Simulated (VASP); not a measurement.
Energy against volume of CdTe (zinc blende). Computed with SCAN meta-GGA, VASP's PBE PAW potentials (set 64) (plane waves; VASP). Run with 520 eV cut-off, 7×7×7 Γ-centred mesh, Gaussian smearing of 0.050 eV, potentials Cd Te.

| V (Å³/atom) | E (eV/atom) |
|---|---|
| 32.769 | -34.29443 |
| 33.815 | -34.30844 |
| 34.860 | -34.31300 |
| 35.906 | -34.30956 |

Problem. Fit these four points and predict the energy of the run at 36.952 Å³/atom.

Solution. A cubic in V^(−2/3), the third-order Birch-Murnaghan form, passes through the four points with V0 = 34.91 Å³/atom and B0 = 41 GPa, and gives -34.2993 eV/atom there. The run gave -34.2994 eV/atom, -0.0 meV/atom from the fit; all five points give B0 = 40 GPa.

The compound is CdTe in the zinc blende structure. It was relaxed first.
